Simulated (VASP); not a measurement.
**HgTe: how numerical settings change the zone-centre modes**

Aim: test the modes of HgTe against the numerical settings. The starting structure is a measured crystal structure from the Crystallography Open Database.

Main program and level: VASP 6.6.1; Kohn-Sham DFT with plane waves and PAW; LDA.

## Step 1: Starting point

The structure is cubic, space group F-43m (No. 216). Conventional cell: a = 6.460 Å, b = 6.460 Å, c = 6.460 Å, α = 90.00°, β = 90.00°, γ = 90.00°. Nearest to Hg lie 4 Te at 2.80 Å. Te has 4 Hg at 2.80 Å nearest. Farther neighbours and most contacts between anions are not listed.

As a file:

```cif
data_structure
_symmetry_space_group_name_H-M 'P 1'
_symmetry_Int_Tables_number 1
_cell_length_a 4.5679
_cell_length_b 4.5679
_cell_length_c 4.5679
_cell_angle_alpha 60.000
_cell_angle_beta 60.000
_cell_angle_gamma 60.000
_cell_volume 67.40
loop_
_atom_site_label
_atom_site_type_symbol
_atom_site_fract_x
_atom_site_fract_y
_atom_site_fract_z
_atom_site_occupancy
Hg1 Hg 0.00000 0.00000 0.00000 1
Te2 Te 0.75000 0.75000 0.75000 1
```

## Step 2: Reference modes

The cell comes from a relaxation at this level, not shown (67.04 Å³).

The input, INCAR:

```
SYSTEM = HgTe
PREC = Accurate
ENCUT = 450
EDIFF = 1E-08
NELM = 100
ISMEAR = 1
SIGMA = 0.15
LREAL = .FALSE.
ALGO = Normal
GGA = CA
NBANDS = 15
LORBIT = 11
LWAVE = .FALSE.
LCHARG = .FALSE.
KPAR = 2
IBRION = 8
ISIF = 2
```

The input, POSCAR:

```
HgTe
1.0
    0.0000000000      3.2243064502      3.2243064502
    3.2243064502      0.0000000000      3.2243064502
    3.2243064502      3.2243064502      0.0000000000
Hg Te
1 1
Direct
    0.0000000000      0.0000000000      0.0000000000
    0.7500000000      0.7500000000      0.7500000000
```

The input, KPOINTS:

```
Automatic mesh
0
Gamma
10 10 10
0 0 0
```

Potentials, in the order of the species: Hg and Te (LDA family, release 64).

Started as:

```
$ mpirun -np 2 vasp_std
```

The log of the run:

```text
[banner, memory and clock lines left out]
running    2 mpi-ranks, on    1 nodes
 distrk:  each k-point on    1 cores,    2 groups
 distr:  one band on    1 cores,    1 groups

 POSCAR found type information on POSCAR HgTe
 POSCAR found :  2 types and       2 ions
 LDA part: xc-table for (Slater(with rela. corr.)+CA(PZ))
 , standard interpolation
 POSCAR, INCAR and KPOINTS ok, starting setup
 FFT: planning ... GRIDC
 FFT: planning ... GRID_SOFT
 FFT: planning ... GRID
 WAVECAR not read
 entering main loop
       N       E                     dE             d eps       ncg     rms          rms(c)
DAV:   1     0.967755082456E+02    0.96776E+02   -0.73544E+03  1410   0.920E+02
DAV:   2    -0.181499116748E+01   -0.98590E+02   -0.93202E+02  1627   0.228E+02
DAV:   3    -0.523494319166E+01   -0.34200E+01   -0.34110E+01  1718   0.442E+01
DAV:   4    -0.526802154471E+01   -0.33078E-01   -0.33072E-01  2135   0.397E+00
DAV:   5    -0.526809298503E+01   -0.71440E-04   -0.71440E-04  1830   0.176E-01    0.779E+00
DAV:   6    -0.505511995473E+01    0.21297E+00   -0.42936E-01  1613   0.931E+00    0.617E+00
DAV:   7    -0.504134393779E+01    0.13776E-01   -0.96032E-02  1550   0.226E+00    0.218E+00
DAV:   8    -0.503866225006E+01    0.26817E-02   -0.10693E-02  1641   0.127E+00    0.547E-01
DAV:   9    -0.503830749975E+01    0.35475E-03   -0.72688E-04  1781   0.309E-01    0.124E-01
DAV:  10    -0.503830135967E+01    0.61401E-05   -0.67220E-05  1751   0.771E-02    0.524E-02
DAV:  11    -0.503830327881E+01   -0.19191E-05   -0.15963E-05  1677   0.370E-02    0.278E-02
DAV:  12    -0.503830216486E+01    0.11140E-05   -0.28724E-06  1578   0.155E-02    0.125E-02
DAV:  13    -0.503830218742E+01   -0.22561E-07   -0.22254E-07  1760   0.297E-03    0.892E-03
DAV:  14    -0.503830215197E+01    0.35447E-07   -0.85417E-08  1655   0.361E-03    0.184E-03
DAV:  15    -0.503830215016E+01    0.18099E-08   -0.21997E-08  1522   0.796E-04
   1 F= -.50383022E+01 E0= -.50383915E+01  d E =0.268120E-03
 Linear response reoptimize wavefunctions to high precision
DAV:   1    -0.503830215017E+01   -0.14325E-10   -0.47936E-10  1125   0.151E-04
 Linear response DOF=           2
 Linear response progress:
  Degree of freedom:   1/  2
       N       E                     dE             d eps       ncg     rms          rms(c)
RMM:   1    -0.379461916858E+00   -0.37946E+00   -0.15100E-01  8246   0.276E+00
RMM:   2    -0.377771816997E+00    0.16901E-02   -0.17119E-03  7845   0.294E-01    0.124E-01
RMM:   3    -0.377378601763E+00    0.39322E-03   -0.75813E-05  8533   0.526E-02    0.735E-02
RMM:   4    -0.377036646918E+00    0.34195E-03   -0.47442E-05  8240   0.386E-02    0.159E-02
RMM:   5    -0.377033981118E+00    0.26658E-05   -0.18590E-06  8976   0.875E-03    0.201E-03
RMM:   6    -0.377042850822E+00   -0.88697E-05   -0.91582E-08  8848   0.150E-03    0.556E-04
RMM:   7    -0.377043272511E+00   -0.42169E-06   -0.64192E-08  8978   0.526E-04    0.108E-04
RMM:   8    -0.377043035772E+00    0.23674E-06   -0.57539E-08  9158   0.221E-04    0.487E-05
RMM:   9    -0.377043185933E+00   -0.15016E-06   -0.55961E-08  9036   0.156E-04    0.828E-06
RMM:  10    -0.377043171733E+00    0.14200E-07   -0.55021E-08  9519   0.124E-04    0.271E-06
RMM:  11    -0.377043184569E+00   -0.12836E-07   -0.43883E-08  7884   0.119E-04    0.536E-07
RMM:  12    -0.377043169850E+00    0.14719E-07   -0.52380E-08  5442   0.117E-04    0.230E-07
RMM:  13    -0.377043174371E+00   -0.45202E-08   -0.70798E-08  4357   0.117E-04    0.207E-07
 first order change of Fermi-energy  -0.92709E-04
 force on displaced ion       1 direction 1 :  -3.906   0.000   0.000
 Linear response progress:
  Degree of freedom:   2/  2
       N       E                     dE             d eps       ncg     rms          rms(c)
RMM:   1    -0.481109043561E-01   -0.48111E-01    0.58031E-02 12616   0.106E+00
RMM:   2    -0.485838727321E-01   -0.47297E-03   -0.17321E-03  8004   0.280E-01    0.127E-01
RMM:   3    -0.485853602336E-01   -0.14875E-05   -0.10165E-04  8306   0.596E-02    0.777E-02
RMM:   4    -0.486278212815E-01   -0.42461E-04   -0.29194E-05  8355   0.312E-02    0.880E-03
RMM:   5    -0.486313672224E-01   -0.35459E-05   -0.11239E-06  8511   0.611E-03    0.450E-03
RMM:   6    -0.486314309659E-01   -0.63744E-07    0.23278E-08  8573   0.164E-03    0.184E-03
RMM:   7    -0.486297163687E-01    0.17146E-05    0.78524E-08  8538   0.597E-04    0.763E-04
RMM:   8    -0.486297551536E-01   -0.38785E-07    0.37552E-08  8669   0.218E-04    0.184E-04
RMM:   9    -0.486297700486E-01   -0.14895E-07    0.19281E-08  8559   0.713E-05    0.140E-05
RMM:  10    -0.486298115178E-01   -0.41469E-07    0.15234E-08  8903   0.344E-05    0.608E-06
RMM:  11    -0.486298309113E-01   -0.19393E-07    0.45404E-08  8230   0.269E-05    0.315E-06
RMM:  12    -0.486298343394E-01   -0.34281E-08    0.23585E-08  6480   0.239E-05    0.470E-07
 first order change of Fermi-energy   0.32294E-03
 force on displaced ion       2 direction 1 :  -3.901  -0.000  -0.000
 Linear response finished
```

Elapsed: 62 s, on 2 MPI ranks of Intel Xeon 6975P-C (Granite Rapids), shared host; peak memory 0.81 GiB.

Lines that name or quote the potential files are left out of all logs, and their timing lines are given in words.

Parts of OUTCAR (step 2):

```text
ion  position               nearest neighbor table
   1  0.000  0.000  0.000-   2 2.79   2 2.79   2 2.79   2 2.79
   2  0.750  0.750  0.750-   1 2.79   1 2.79   1 2.79   1 2.79

  LATTYP: Found a face centered cubic cell.
 ALAT       =     6.4486129004

 Subroutine GETGRP returns: Found 24 space group operations
 (whereof 24 operations were pure point group operations)

The static configuration has the point symmetry T_d .

 Found     47 irreducible k-points:

   k-points           NKPTS =     47   k-points in BZ     NKDIM =     47   number of bands    NBANDS=     15

   dimension x,y,z NGX =    32 NGY =   32 NGZ =   32
   dimension x,y,z NGXF=    64 NGYF=   64 NGZF=   64

   ENCUT  =  450.0 eV  33.07 Ry    5.75 a.u.   7.89  7.89  7.89*2*pi/ulx,y,z

   NELECT =      18.0000    total number of electrons

 k-points in reciprocal lattice and weights: Automatic mesh
   0.00000000  0.00000000  0.00000000       0.001
   0.10000000  0.00000000  0.00000000       0.008
   0.20000000  0.00000000  0.00000000       0.008
   0.30000000  0.00000000  0.00000000       0.008
   0.40000000  0.00000000  0.00000000       0.008
   0.50000000  0.00000000  0.00000000       0.004
   0.10000000  0.10000000  0.00000000       0.006
   0.20000000  0.10000000  0.00000000       0.024
   0.30000000  0.10000000  0.00000000       0.024
[...]
-0.30000000  0.40000000  0.20000000       0.024
  -0.30000000  0.50000000  0.20000000       0.012

 average (electrostatic) potential at core
       1 -40.7916       2 -92.2148

  Total       -0.0018313     -0.0018313     -0.0018313      0.0000000      0.0000000      0.0000000
  in kB       -0.0437660     -0.0437660     -0.0437660      0.0000000      0.0000000      0.0000000
  external PRESSURE =      -0.0437660 kB  Pullay stress =       0.0000000 kB

  energy-cutoff  :      450.00
  volume of cell :       67.04
      direct lattice vectors                 reciprocal lattice vectors
     0.000000000  3.224306450  3.224306450    -0.155072109  0.155072109  0.155072109
     3.224306450  0.000000000  3.224306450     0.155072109 -0.155072109  0.155072109
     3.224306450  3.224306450  0.000000000     0.155072109  0.155072109 -0.155072109

 POSITION                                       TOTAL-FORCE (eV/Angst)
 -----------------------------------------------------------------------------------
      0.00000      0.00000      0.00000         0.000000      0.000000      0.000000
      4.83646      4.83646      4.83646        -0.000000     -0.000000     -0.000000
 -----------------------------------------------------------------------------------
    total drift:                               -0.000000     -0.000000      0.000000

 Eigenvectors and eigenvalues of the dynamical matrix
 ----------------------------------------------------

   1 f  =    3.497136 THz    21.973154 2PiTHz  116.651904 cm-1    14.462986 meV
             X         Y         Z           dx          dy          dz
      0.000000  0.000000  0.000000     0.000000    0.623791    0.000000
      4.836460  4.836460  4.836460     0.000000   -0.781591    0.000000

   2 f  =    3.497136 THz    21.973154 2PiTHz  116.651904 cm-1    14.462986 meV
             X         Y         Z           dx          dy          dz
      0.000000  0.000000  0.000000    -0.623791    0.000000    0.000000
      4.836460  4.836460  4.836460     0.781591    0.000000    0.000000

   3 f  =    3.497136 THz    21.973154 2PiTHz  116.651904 cm-1    14.462986 meV
             X         Y         Z           dx          dy          dz
      0.000000  0.000000  0.000000     0.000000    0.000000   -0.623791
      4.836460  4.836460  4.836460     0.000000    0.000000    0.781591

   4 f/i=    0.001135 THz     0.007131 2PiTHz    0.037857 cm-1     0.004694 meV
             X         Y         Z           dx          dy          dz
      0.000000  0.000000  0.000000     0.781591    0.000000    0.000000
      4.836460  4.836460  4.836460     0.623791    0.000000    0.000000

   5 f/i=    0.001135 THz     0.007131 2PiTHz    0.037857 cm-1     0.004694 meV
             X         Y         Z           dx          dy          dz
      0.000000  0.000000  0.000000     0.000000   -0.781591    0.000000
      4.836460  4.836460  4.836460     0.000000   -0.623791    0.000000

   6 f/i=    0.001135 THz     0.007131 2PiTHz    0.037857 cm-1     0.004694 meV
             X         Y         Z           dx          dy          dz
      0.000000  0.000000  0.000000     0.000000    0.000000    0.781591
      4.836460  4.836460  4.836460     0.000000    0.000000    0.623791

 ELASTIC MODULI CONTR FROM IONIC RELAXATION (kBar)
 Direction    XX          YY          ZZ          XY          YZ          ZX
 --------------------------------------------------------------------------------
 XX          -0.0000      0.0000     -0.0000     -0.0000      0.0000      0.0000
 YY           0.0000     -0.0000      0.0000     -0.0000     -0.0000     -0.0000
 ZZ          -0.0000      0.0000     -0.0000      0.0000     -0.0000      0.0000
 XY          -0.0000     -0.0000      0.0000   -179.5452      0.0000     -0.0000
 YZ           0.0000     -0.0000     -0.0000      0.0000   -179.5452      0.0000
 ZX           0.0000     -0.0000      0.0000     -0.0000      0.0000   -179.5452
 --------------------------------------------------------------------------------
```

Energies printed during the response cycles are not total energies of the cell.

Reference: the zone-centre mode is T2 116.7 cm⁻¹.

## Step 3: Modes with a 5×5×5 mesh

Against step 2 the input has a 5×5×5 mesh.

INCAR is that of step 2.

POSCAR is that of step 2.

The input, KPOINTS:

```
Automatic mesh
0
Gamma
5 5 5
0 0 0
```

Started as:

```
$ mpirun -np 2 vasp_std
```

The log of the run:

```text
[... set-up lines as in an earlier step ...]
 entering main loop
       N       E                     dE             d eps       ncg     rms          rms(c)
DAV:   1     0.989381418573E+02    0.98938E+02   -0.74806E+03   300   0.929E+02
DAV:   2    -0.181093132767E+01   -0.10075E+03   -0.95830E+02   349   0.231E+02
DAV:   3    -0.520579944355E+01   -0.33949E+01   -0.33876E+01   377   0.448E+01
DAV:   4    -0.523862603536E+01   -0.32827E-01   -0.32825E-01   428   0.391E+00
[...]
DAV:  13    -0.500386219288E+01   -0.22472E-07   -0.25165E-07   377   0.310E-03    0.881E-03
DAV:  14    -0.500386215003E+01    0.42854E-07   -0.12123E-07   349   0.423E-03    0.822E-04
DAV:  15    -0.500386215067E+01   -0.63983E-09   -0.23028E-08   328   0.895E-04
   1 F= -.50038622E+01 E0= -.50035701E+01  d E =-.876060E-03
 Linear response reoptimize wavefunctions to high precision
DAV:   1    -0.500386215068E+01   -0.12960E-10   -0.41988E-10   220   0.147E-04
 Linear response DOF=           2
 Linear response progress:
  Degree of freedom:   1/  2
[...]
RMM:   8    -0.377070287539E+00    0.17160E-06   -0.53505E-09  1455   0.942E-05    0.506E-05
RMM:   9    -0.377070416598E+00   -0.12906E-06   -0.55640E-09  1403   0.393E-05    0.863E-06
RMM:  10    -0.377070416924E+00   -0.32639E-09   -0.88166E-09  1482   0.746E-06    0.288E-06
 first order change of Fermi-energy  -0.11671E-03
 force on displaced ion       1 direction 1 :  -3.903  -0.000  -0.000
 Linear response progress:
  Degree of freedom:   2/  2
       N       E                     dE             d eps       ncg     rms          rms(c)
RMM:   1    -0.480531173167E-01   -0.48053E-01    0.59093E-02  1965   0.106E+00
RMM:   2    -0.486729661365E-01   -0.61985E-03   -0.16388E-03  1260   0.277E-01    0.129E-01
RMM:   3    -0.486844209941E-01   -0.11455E-04   -0.12435E-04  1306   0.595E-02    0.788E-02
RMM:   4    -0.487309870143E-01   -0.46566E-04   -0.38486E-05  1310   0.314E-02    0.892E-03
[...]
RMM:  10    -0.487335252103E-01   -0.37528E-07   -0.46005E-08  1372   0.121E-05    0.682E-06
RMM:  11    -0.487335495605E-01   -0.24350E-07   -0.86284E-09  1280   0.459E-06    0.340E-06
RMM:  12    -0.487335534680E-01   -0.39075E-08   -0.81544E-09   956   0.134E-06    0.567E-07
 first order change of Fermi-energy   0.39965E-03
 force on displaced ion       2 direction 1 :  -3.897   0.000   0.000
 Linear response finished
```

Run time: 13 s. Hardware: 2 MPI ranks; peak memory 0.42 GiB; 26 s of CPU time.

From OUTCAR (step 3):

```text
  Total        0.0721232      0.0721232      0.0721232      0.0000000      0.0000000      0.0000000
  in kB        1.7236409      1.7236409      1.7236409      0.0000000      0.0000000      0.0000000
  external PRESSURE =       1.7236409 kB  Pullay stress =       0.0000000 kB

 POSITION                                       TOTAL-FORCE (eV/Angst)
 -----------------------------------------------------------------------------------
      0.00000      0.00000      0.00000        -0.000000     -0.000000     -0.000000
      4.83646      4.83646      4.83646         0.000000      0.000000      0.000000
 -----------------------------------------------------------------------------------
    total drift:                               -0.000000     -0.000000      0.000000

[... 1 part as in an earlier step ...]

[... 1 further part left out ...]
```

With a 5×5×5 mesh the mode is T2 116.6 cm⁻¹, -0.1 cm⁻¹ from the reference.

## Step 4: Modes with a cutoff of 230 eV

Against step 2 the input has ENCUT = 230.

Changes to INCAR since step 3:

```diff
@@ -2,3 +2,3 @@
 PREC = Accurate
-ENCUT = 450
+ENCUT = 230
 EDIFF = 1E-08
```

POSCAR is that of step 3.

The input, KPOINTS:

```
Automatic mesh
0
Gamma
10 10 10
0 0 0
```

Started as:

```
$ mpirun -np 2 vasp_std
```

The log of the run:

```text
[... set-up lines as in an earlier step ...]
 entering main loop
       N       E                     dE             d eps       ncg     rms          rms(c)
DAV:   1     0.534705146642E+02    0.53471E+02   -0.52257E+03  1537   0.528E+02
DAV:   2    -0.377489282176E+01   -0.57245E+02   -0.55327E+02  1718   0.163E+02
DAV:   3    -0.524289621274E+01   -0.14680E+01   -0.14665E+01  1669   0.261E+01
DAV:   4    -0.525818839563E+01   -0.15292E-01   -0.15292E-01  1986   0.230E+00
[...]
DAV:  14    -0.502587504761E+01    0.16427E-07   -0.17150E-08  1379   0.159E-03    0.980E-03
DAV:  15    -0.502587502918E+01    0.18433E-07   -0.23705E-08  1466   0.957E-04    0.668E-03
DAV:  16    -0.502587502733E+01    0.18506E-08   -0.15700E-09   817   0.248E-04
   1 F= -.50258750E+01 E0= -.50259645E+01  d E =0.268316E-03
 Linear response reoptimize wavefunctions to high precision
DAV:   1    -0.502587502281E+01    0.45195E-08   -0.20707E-09  1324   0.361E-04
DAV:   2    -0.502587502288E+01   -0.75033E-10   -0.33299E-10   803   0.115E-04
 Linear response DOF=           2
 Linear response progress:
[...]
RMM:   9    -0.375764131637E+00   -0.22255E-06   -0.11379E-09  8879   0.475E-05    0.814E-06
RMM:  10    -0.375764127606E+00    0.40310E-08    0.17807E-10  8735   0.137E-05    0.309E-06
 first order change of Fermi-energy  -0.88264E-04
 force on displaced ion       1 direction 1 :  -3.855   0.000   0.000
 Linear response progress:
  Degree of freedom:   2/  2
       N       E                     dE             d eps       ncg     rms          rms(c)
RMM:   1    -0.476169389303E-01   -0.47617E-01    0.60542E-02 12541   0.103E+00
RMM:   2    -0.483301037243E-01   -0.71316E-03   -0.15593E-03  8040   0.238E-01    0.125E-01
RMM:   3    -0.483178004231E-01    0.12303E-04   -0.69841E-05  8326   0.459E-02    0.767E-02
RMM:   4    -0.483578062504E-01   -0.40006E-04   -0.33268E-05  8398   0.309E-02    0.654E-03
RMM:   5    -0.483582356590E-01   -0.42941E-06   -0.86426E-07  8589   0.536E-03    0.413E-03
RMM:   6    -0.483588737840E-01   -0.63812E-06   -0.14650E-08  8556   0.168E-03    0.126E-03
RMM:   7    -0.483577581244E-01    0.11157E-05    0.48547E-08  8596   0.451E-04    0.578E-04
RMM:   8    -0.483577651838E-01   -0.70594E-08    0.18371E-09  8707   0.154E-04    0.121E-04
 first order change of Fermi-energy   0.31863E-03
 force on displaced ion       2 direction 1 :  -3.858   0.000   0.000
 Linear response finished
```

Wall time 19 s (2 MPI ranks); peak memory 0.45 GiB; 37 s of CPU time.

Parts of OUTCAR (step 4):

```text
  Total       -0.4611447     -0.4611447     -0.4611447     -0.0000000      0.0000000     -0.0000000
  in kB      -11.0206926    -11.0206926    -11.0206926     -0.0000000      0.0000000     -0.0000000
  external PRESSURE =     -11.0206926 kB  Pullay stress =       0.0000000 kB

 POSITION                                       TOTAL-FORCE (eV/Angst)
 -----------------------------------------------------------------------------------
      0.00000      0.00000      0.00000        -0.000000     -0.000000     -0.000000
      4.83646      4.83646      4.83646         0.000000      0.000000      0.000000
 -----------------------------------------------------------------------------------
    total drift:                                0.000000      0.000000      0.000000

[... 1 part as in an earlier step ...]

[... 1 further part left out ...]
```

With a cutoff of 230 eV the mode is T2 116.0 cm⁻¹, -0.7 cm⁻¹ from the reference.

[end of part 1 of 2]

[Lines on the potential files, build, host, timing and source positions are cut from VASP's logs without a mark.]

[Logs are printed without paths, hosts, clocks, repeated set-up lines and the standing remarks that a program may print on its own settings, such as how far it seeks lower states.]

[Hosts, paths, dates, database ids (printed as entryN), source tags and the programs' standing remarks are cut or masked in the printed files.]
